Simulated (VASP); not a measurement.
```
BN
1.0
    0.00000     1.80657     1.80657
    1.80657     0.00000     1.80657
    1.80657     1.80657     0.00000
B N
1 1
Cartesian
  0.00000   0.00000   0.00000
  0.90329   0.90329   0.90329
```

These are r2SCAN meta-GGA, VASP's PBE PAW potentials (set 64) (plane waves; VASP) values and carry that method's errors. Settings: 520 eV cut-off, 12×12×12 Γ-centred mesh, Gaussian smearing of 0.050 eV, potentials B N.

**Question.** What does the run give for the energy per atom (σ→0), band gap (on the k-mesh) with the smallest direct gap where there is one?

**Answer.** 
| Quantity | Result |
|---|---|
| band gap (on the k-mesh) | 4.98 eV |
| smallest direct gap (on the k-mesh) | 9.53 eV |
| energy per atom (σ→0) | -9586 meV/atom |

Only differences to runs with the same potentials and settings are physical.

The compound is BN in the zinc blende structure. It was relaxed first.
